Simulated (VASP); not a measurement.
Computed with PBE GGA, VASP's PBE PAW potentials (set 64) (plane waves; VASP).

VASP input:

File POSCAR:
```
InSb
1
    0.0000000000     3.3048000000     3.3048000000
    3.3048000000     0.0000000000     3.3048000000
    3.3048000000     3.3048000000     0.0000000000
In Sb
1 1
Direct
  0.0000000000   0.0000000000   0.0000000000
  0.2500000000   0.2500000000   0.2500000000
```

File KPOINTS:
```
Automatic mesh
0
Gamma
5 5 5
0 0 0
```

**INCAR**
```
LCHARG = .FALSE.
SYSTEM = InSb
EDIFF = 1E-6   # SCF stop (eV)
GGA = PE
LWAVE = .FALSE.
LASPH = .TRUE.
ISIF = 2
NELM = 100
ISMEAR = 0   # Gaussian
LMAXMIX = 4
ALGO = Normal   # blocked Davidson
PREC = Accurate
LREAL = .FALSE.   # projection in real space or not
SIGMA = 0.05
ENCUT = 400   # plane-wave cut-off (eV)
```

POTCAR, in this order: In_d Sb (PBE.64 set). Program: vasp_std.

The resulting files:

File OUTCAR:
```
 ion  position               nearest neighbor table
   1  0.000  0.000  0.000-   2 2.86   2 2.86   2 2.86   2 2.86
   2  0.250  0.250  0.250-   1 2.86   1 2.86   1 2.86   1 2.86
  LATTYP: Found a face centered cubic cell.
 ALAT       =     6.6096000000
 Subroutine PRICEL returns:
 Original cell was already a primitive cell.
 Subroutine GETGRP returns: Found 24 space group operations
The static configuration has the point symmetry T_d .
The dynamic configuration has the point symmetry T_d .
 Subroutine INISYM returns: Found 24 space group operations
 Subroutine IBZKPT returns following result:
 Found     10 irreducible k-points:

 Following reciprocal coordinates:
            Coordinates               Weight
  0.000000  0.000000  0.000000      1.000000
  0.200000  0.000000  0.000000      8.000000
  0.400000  0.000000  0.000000      8.000000
  0.200000  0.200000  0.000000      6.000000
  0.400000  0.200000  0.000000     24.000000
 -0.400000  0.200000  0.000000     24.000000
 -0.200000  0.200000  0.000000     12.000000
  0.400000  0.400000  0.000000      6.000000
 -0.400000  0.400000  0.000000     12.000000
 -0.400000  0.400000  0.200000     24.000000
   k-points           NKPTS =     10   k-points in BZ     NKDIM =     10   number of bands    NBANDS=     13
   number of dos      NEDOS =    301   number of ions     NIONS =      2
   total plane-waves  NPLWV =  27000
   dimension x,y,z NGX =    30 NGY =   30 NGZ =   30
   dimension x,y,z NGXF=    60 NGYF=   60 NGZF=   60
   ions per type =               1   1
   PREC   = accura    normal or accurate (medium, high low for compatibility)
   ISTART =      0    job   : 0-new  1-cont  2-samecut
   ICHARG =      2    charge: 1-file 2-atom 10-const
   ISPIN  =      1    spin polarized calculation?
   LNONCOLLINEAR =      F non collinear calculations
   LSORBIT =      F    spin-orbit coupling
   INIWAV =      1    electr: 0-lowe 1-rand  2-diag
   ENCUT  =  400.0 eV  29.40 Ry    5.42 a.u.   7.62  7.62  7.62*2*pi/ulx,y,z
...
```

File OSZICAR:
```
       N       E                     dE             d eps       ncg     rms          rms(c)
DAV:   1     0.102376346837E+03    0.10238E+03   -0.69142E+03   260   0.111E+03
DAV:   2    -0.263160874831E+00   -0.10264E+03   -0.10067E+03   270   0.276E+02
DAV:   3    -0.683180907879E+01   -0.65686E+01   -0.65513E+01   345   0.803E+01
DAV:   4    -0.699581637879E+01   -0.16401E+00   -0.16396E+00   288   0.161E+01
DAV:   5    -0.700519765970E+01   -0.93813E-02   -0.93811E-02   370   0.319E+00    0.379E+00
DAV:   6    -0.691027948593E+01    0.94918E-01   -0.17897E-01   360   0.683E+00    0.221E+00
DAV:   7    -0.689896809189E+01    0.11311E-01   -0.76188E-02   338   0.288E+00    0.619E-01
DAV:   8    -0.690029645153E+01   -0.13284E-02   -0.84461E-03   329   0.124E+00    0.216E-01
DAV:   9    -0.690093240499E+01   -0.63595E-03   -0.89920E-04   305   0.331E-01    0.707E-02
DAV:  10    -0.690104755590E+01   -0.11515E-03   -0.89232E-05   293   0.665E-02    0.286E-02
DAV:  11    -0.690109711877E+01   -0.49563E-04   -0.84915E-05   300   0.602E-02    0.180E-02
DAV:  12    -0.690109756699E+01   -0.44823E-06   -0.88347E-07   209   0.805E-03
   1 F= -.69010976E+01 E0= -.69007890E+01  d E =-.617049E-03
```

OUTCAR:
```
------------------------ aborting loop because EDIFF is reached ----------------------------------------
  FORCE on cell =-STRESS in cart. coord.  units (eV):
  Direction    XX          YY          ZZ          XY          YZ          ZX
  --------------------------------------------------------------------------------------
  Total        0.2514344      0.2514344      0.2514344      0.0000000      0.0000000     -0.0000000
  in kB        5.5804566      5.5804566      5.5804566      0.0000000      0.0000000     -0.0000000
  external PRESSURE =       5.5804566 kB  Pullay stress =       0.0000000 kB
  volume of cell :       72.19
      direct lattice vectors                 reciprocal lattice vectors
     0.000000000  3.304800000  3.304800000    -0.151295086  0.151295086  0.151295086
     3.304800000  0.000000000  3.304800000     0.151295086 -0.151295086  0.151295086
     3.304800000  3.304800000  0.000000000     0.151295086  0.151295086 -0.151295086
  FREE ENERGIE OF THE ION-ELECTRON SYSTEM (eV)
  ---------------------------------------------------
  free  energy   TOTEN  =        -6.9010975670 eV

  energy  without entropy=       -6.9004805177  energy(sigma->0) =       -6.90078904
```
(Selected blocks of OUTCAR.)

The compound is InSb in the zinc blende structure. The cell was not relaxed at this level. The k-mesh is coarse (spacing up to 0.33 per Å, 2π included), so the numbers may not be converged in it.
